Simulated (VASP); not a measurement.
Here is a VASP 6.6.1 calculation.

File INCAR:

```
SYSTEM = CsGeH3
ALGO     = Normal         ! electronic algorithm
EDIFF    = 1E-6           ! SCF threshold, eV
ENCUT    = 520            ! plane-wave cutoff, eV
GGA      = PE             ! functional
ISIF     = 2              ! what is computed and relaxed
ISMEAR   = 0              ! smearing method
LASPH    = .True.         ! aspherical terms in the spheres
LCHARG   = .True.         ! write CHGCAR
LELF     = .True.         ! ELF
LREAL    = .False.        ! projectors in reciprocal space
LVHAR    = .True.       
LWAVE    = .False.        ! write WAVECAR
NBANDS   = 21             ! bands
NELM     = 80             ! most SCF steps
PREC     = Accurate       ! precision mode
SIGMA    = 0.05           ! smearing width, eV
```

KPOINTS

```
k-points
0
Gamma
  4 4 4
  0 0 0
```

File POSCAR:

```
CsGeH3
1.0
    4.1942514175      0.0000000000      0.0000000000
    0.0000000000      4.1942514175      0.0000000000
    0.0000000000      0.0000000000      4.1942514175
Cs Ge H
1 1 3
Direct
    0.0000000000      0.0000000000      0.0000000000
    0.5000000000      0.5000000000      0.5000000000
    0.5000000000      0.5000000000      0.0000000000
    0.5000000000      0.0000000000      0.5000000000
    0.0000000000      0.5000000000      0.5000000000
```

Potentials or basis: VASP PAW PBE potentials, release 64 (Cs_sv, Ge_d, H).

Launch:

```console
$ cat potpaw_PBE.64/Cs_sv/POTCAR potpaw_PBE.64/Ge_d/POTCAR potpaw_PBE.64/H/POTCAR > POTCAR
$ mpirun -np 1 vasp_std > vasp.out
```

Question: What does it give for the pressure?

Answer: 2.0 GPa.

Question: Estimate the band gap on the k mesh.

Answer: None (metal or under the smearing width).

Caveat: the k mesh is coarse (spacing up to 0.37 Å⁻¹), so the values aren't converged. Spin-orbit coupling is left out, which matters for the levels of Cs.
